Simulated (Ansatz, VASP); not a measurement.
## Cross-check of BiAs between VASP and Ansatz

Wanted: the spread between two codes on one cell, functional and k mesh. The cell is invented: As first built, before any earlier steps moved the atoms (in the runner's words): it takes the AlAs structure with some of its atoms replaced by other elements, volume scaled by an estimate. It may not be a known or stable phase. The cell is taken from a series of VASP runs on this material, whose earlier steps may have relaxed, scaled or displaced it; both programs get it as it stands. Valence electrons are named where the data sets of a main pair hold unlike numbers.

Method: plane waves, with VASP 6.6.1 beside it; band structure at PBE0 and band structure at HSEsol, in Ansatz 0.2.0.

**1. Starting point**

Symmetry: P6_3mc, No. 186, hexagonal system. The conventional cell has a = 5.072 Å, b = 5.072 Å, c = 6.342 Å, α = 90.00°, β = 90.00°, γ = 120.00°. Nearest to Bi lie 4 As at 2.79 to 2.95 Å. As has 4 Bi at 2.79 to 2.95 Å nearest. As first built, before any earlier steps moved the atoms (in the runner's words): sites of the AlAs structure (space group 186) filled with other elements, volume scaled by an estimate. Farther neighbours are not listed.

As a file:

```xyz
4
Lattice="5.0716 0.0000 0.0000 -2.5358 4.3921 0.0000 0.0000 0.0000 6.3422" Properties=species:S:1:pos:R:3 pbc="T T T"
Bi    0.0000    2.9281    6.1404
Bi    2.5358    1.4640    2.9692
As    0.0000    2.9281    2.5865
As    2.5358    1.4640    5.7577
```

**2. VASP: band structure, PBE0**

Levels along a path test the potential and the projectors away from the mesh points.

Lines of VASP's logs that name or quote its potential files are left out, and so is its time.

The run reads the wave functions of an earlier VASP run, which isn't shown here.

Input file INCAR:

```
SYSTEM = BiAs
PREC = Accurate
ENCUT = 400
EDIFF = 1E-06
NELM = 100
ISMEAR = 0
SIGMA = 0.02
LREAL = .FALSE.
ALGO = Normal
LHFCALC = .TRUE.
AEXX = 0.25
GGA = PE
LASPH = .TRUE.
NBANDS = 26
PRECFOCK = Fast
HFRCUT = -1
LORBIT = 11
LWAVE = .FALSE.
LCHARG = .FALSE.
KPAR = 2
```

Input file POSCAR:

```
BiAs
1.0
    5.0716037739     -0.0000000910      0.0000000000
   -2.5358025406      4.3921383167      0.0000000000
    0.0000000000      0.0000000000      6.3422180812
Bi As
2 2
Direct
    0.3333333300      0.6666666700      0.9681709195
    0.6666666700      0.3333333300      0.4681709195
    0.3333333300      0.6666666700      0.4078290805
    0.6666666700      0.3333333300      0.9078290805
```

Input file KPOINTS:

```
Automatic mesh
0
Gamma
3 3 2
0 0 0
```

Input file KPOINTS_OPT:

```
Line mode
6
Line-mode
Reciprocal
  0.00000000   0.00000000   0.00000000 GAMMA
  0.50000000   0.00000000   0.00000000 M

  0.50000000   0.00000000   0.00000000 M
  0.33333333   0.33333333   0.00000000 K

  0.33333333   0.33333333   0.00000000 K
  0.00000000   0.00000000   0.00000000 GAMMA

  0.00000000   0.00000000   0.00000000 GAMMA
  0.00000000   0.00000000   0.50000000 A

  0.00000000   0.00000000   0.50000000 A
  0.50000000   0.00000000   0.50000000 L

  0.50000000   0.00000000   0.50000000 L
  0.33333333   0.33333333   0.50000000 H

  0.33333333   0.33333333   0.50000000 H
  0.00000000   0.00000000   0.50000000 A

  0.50000000   0.00000000   0.50000000 L
  0.50000000   0.00000000   0.00000000 M

  0.33333333   0.33333333   0.00000000 K
  0.33333333   0.33333333   0.50000000 H
```

Potentials, in the order of the species: Bi_d and As (PBE family, release 64).

Command:

```sh
$ mpirun -np 4 vasp_std
```

Numbers of over 12 decimals in the logs are rounded to 6 here.

The log of the run:

```text
[banner, memory and clock lines left out]
running    4 mpi-ranks, on    1 nodes
 distrk:  each k-point on    2 cores,    2 groups
 distr:  one band on    1 cores,    2 groups

 POSCAR found type information on POSCAR BiAs
 POSCAR found :  2 types and       4 ions
 LDA part: xc-table for (Slater+PW92), standard interpolation
 found WAVECAR, reading the header
 POSCAR, INCAR and KPOINTS ok, starting setup
 FFT: planning ... GRIDC
 FFT: planning ... GRID_SOFT
 FFT: planning ... GRID
 HFRCUT set to (new)   8.467375
 reading WAVECAR
 the WAVECAR file was read successfully
 initial charge from wavefunction
 entering main loop
       N       E                     dE             d eps       ncg     rms          rms(c)
DAV:   1    -0.219070635338E+02   -0.21907E+02   -0.11531E+00   322   0.829E+00    0.225E+00
DAV:   2    -0.219294367046E+02   -0.22373E-01   -0.97901E-02   366   0.141E+00    0.158E+00
DAV:   3    -0.219293439114E+02    0.92793E-04   -0.68603E-03   454   0.399E-01    0.912E-01
DAV:   4    -0.219285616586E+02    0.78225E-03   -0.10815E-03   386   0.164E-01    0.528E-01
DAV:   5    -0.219284597266E+02    0.10193E-03   -0.69326E-04   386   0.946E-02    0.296E-01
DAV:   6    -0.219284471230E+02    0.12604E-04   -0.12150E-04   338   0.545E-02    0.168E-01
DAV:   7    -0.219284282876E+02    0.18835E-04   -0.28781E-05   318   0.347E-02    0.924E-02
DAV:   8    -0.219284259654E+02    0.23222E-05   -0.19476E-05   284   0.194E-02    0.480E-02
DAV:   9    -0.219284280722E+02   -0.21068E-05   -0.38231E-06   276   0.879E-03    0.256E-02
DAV:  10    -0.219284295434E+02   -0.14712E-05   -0.61606E-07   170   0.518E-03    0.140E-02
DAV:  11    -0.219284306411E+02   -0.10978E-05   -0.45757E-07   164   0.381E-03    0.747E-03
DAV:  12    -0.219284313886E+02   -0.74748E-06   -0.22578E-07   156   0.246E-03
   1 F= -.21928431E+02 E0= -.21928431E+02  d E =-.102475E-23
 Start KPOINTS_OPT (optional k-point list driver)
k-point batch [1-6\54]
       N       E                     dE             ncg
DAV:   1    -0.294484096362E+03   -0.28392E+04      320
DAV:   2    -0.268798637379E+04   -0.23935E+04      326
DAV:   3    -0.295138336353E+04   -0.26340E+03      370
DAV:   4    -0.296462918735E+04   -0.13246E+02      382
DAV:   5    -0.296503388320E+04   -0.40470E+00      430
DAV:   6    -0.296504521288E+04   -0.11330E-01      436
DAV:   7    -0.296504538117E+04   -0.16828E-03      424
DAV:   8    -0.296504538460E+04   -0.34365E-05      392
DAV:   9    -0.296504538472E+04   -0.11807E-06      280
[...]
k-point batch [49-54\54]
       N       E                     dE             ncg
DAV:   1    -0.326270973859E+03   -0.60421E+04      320
DAV:   2    -0.268431991853E+04   -0.23580E+04      354
DAV:   3    -0.293347564236E+04   -0.24916E+03      380
DAV:   4    -0.294565131861E+04   -0.12176E+02      338
DAV:   5    -0.294609089050E+04   -0.43957E+00      426
DAV:   6    -0.294610335076E+04   -0.12460E-01      448
DAV:   7    -0.294610353705E+04   -0.18628E-03      434
DAV:   8    -0.294610354033E+04   -0.32832E-05      352
DAV:   9    -0.294610354048E+04   -0.15359E-06      264
```

OUTCAR, selected parts (step 2):

```text
ion  position               nearest neighbor table
   1  0.333  0.667  0.968-   3 2.79   4 2.95   4 2.95   4 2.95
   2  0.667  0.333  0.468-   4 2.79   3 2.95   3 2.95   3 2.95
   3  0.333  0.667  0.408-   1 2.79   2 2.95   2 2.95   2 2.95
   4  0.667  0.333  0.908-   2 2.79   1 2.95   1 2.95   1 2.95

  LATTYP: Found a hexagonal cell.
 ALAT       =     5.0716037739
 C/A-ratio  =     1.2505350110

 Subroutine GETGRP returns: Found 12 space group operations
 (whereof  6 operations were pure point group operations)

The static configuration has the point symmetry C_3v.
 The point group associated with its full space group is C_6v.

 Found      6 irreducible k-points:

   k-points           NKPTS =      6   k-points in BZ     NKDIM =     18   number of bands    NBANDS=     26

   dimension x,y,z NGX =    36 NGY =   36 NGZ =   42
   dimension x,y,z NGXF=    72 NGYF=   72 NGZF=   84

   ENCUT  =  400.0 eV  29.40 Ry    5.42 a.u.   8.27  8.27 10.34*2*pi/ulx,y,z

   NELECT =      40.0000    total number of electrons

 k-points in reciprocal lattice and weights: Automatic mesh
   0.00000000  0.00000000  0.00000000       0.056
   0.33333333  0.00000000  0.00000000       0.333
   0.33333333  0.33333333  0.00000000       0.111
   0.00000000  0.00000000  0.50000000       0.056
   0.33333333  0.00000000  0.50000000       0.333
   0.33333333  0.33333333  0.50000000       0.111

  exchange ACFDT corr.  =         0.00000000  see jH, gK, PRB 81, 115126

 average (electrostatic) potential at core
       1-100.8614       2-100.8614       3 -46.5823       4 -46.5823

 E-fermi :   3.5357

 k-point     1 :       0.0000    0.0000    0.0000
  band No.  band energies     occupation
    ...
     16      -0.2169      2.00000
     17      -0.2169      2.00000
     18       1.5479      2.00000
     19       1.6345      2.00000
     20       1.6345      2.00000
     21       4.7619      0.00000
     22       4.7619      0.00000
     23       7.0090      0.00000
     24       7.0090      0.00000
     25       7.9494      0.00000
    ...

 k-point     2 :       0.3333    0.0000    0.0000
  band No.  band energies     occupation
    ...
     16      -0.9604      2.00000
     17       0.3248      2.00000
     18       0.9295      2.00000
     19       1.0367      2.00000
     20       2.7047      2.00000
     21       5.4471      0.00000
     22       6.4525      0.00000
     23       7.4705      0.00000
     24       8.3560      0.00000
     25       8.9252      0.00000
    ...

 k-point     3 :       0.3333    0.3333    0.0000
  band No.  band energies     occupation
    ...
     16      -0.7534      2.00000
     17      -0.7534      2.00000
     18       0.2094      2.00000
     19       3.3954      2.00000
     20       3.3954      2.00000
     21       6.0829      0.00000
     22       6.0829      0.00000
     23       6.8669      0.00000
     24       8.5150      0.00000
     25       9.2336      0.00000
    ...

  energy-cutoff  :      400.00
  volume of cell :      141.27
      direct lattice vectors                 reciprocal lattice vectors
     5.071603774 -0.000000091  0.000000000     0.197176289  0.113839797  0.000000000
    -2.535802541  4.392138317  0.000000000     0.000000004  0.227679535  0.000000000
     0.000000000  0.000000000  6.342218081     0.000000000  0.000000000  0.157673544

 POSITION                                       TOTAL-FORCE (eV/Angst)
 -----------------------------------------------------------------------------------
     -0.00000      2.92809      6.14035         0.000000      0.000000      0.312823
      2.53580      1.46405      2.96924        -0.000000      0.000000      0.312823
     -0.00000      2.92809      2.58654        -0.000000     -0.000000     -0.312823
      2.53580      1.46405      5.75765         0.000000      0.000000     -0.312823
 -----------------------------------------------------------------------------------
    total drift:                                0.000012     -0.000000     -0.000365

  FREE ENERGIE OF THE ION-ELECTRON SYSTEM (eV)
  ---------------------------------------------------
  free  energy   TOTEN  =       -21.9284313886 eV

  energy  without entropy=      -21.9284313886  energy(sigma->0) =      -21.92843139

 total charge
# of ion       s       p       d       tot
------------------------------------------
    1        1.624   1.212   9.926  12.762
    2        1.624   1.212   9.926  12.762
    3        1.303   1.417   0.020   2.740
    4        1.303   1.417   0.020   2.740
--------------------------------------------------
tot          5.854   5.257  19.893  31.004

[... 3 further parts left out ...]
```

The k-mesh is coarse for unscreened exact exchange, which converges slowly with it. Spin-orbit coupling is off here; with elements this heavy it splits and shifts levels by tenths of an eV or more.

[end of part 1 of 3]

[Lines on the potential files, build, host, timing and source positions are cut from VASP's logs without a mark.]

[Logs are printed without paths, hosts, clocks, repeated set-up lines and the standing remarks that a program may print on its own settings, such as how far it seeks lower states.]

[Hosts, paths, dates, database ids (printed as entryN), source tags and the programs' standing remarks are cut or masked in the printed files.]
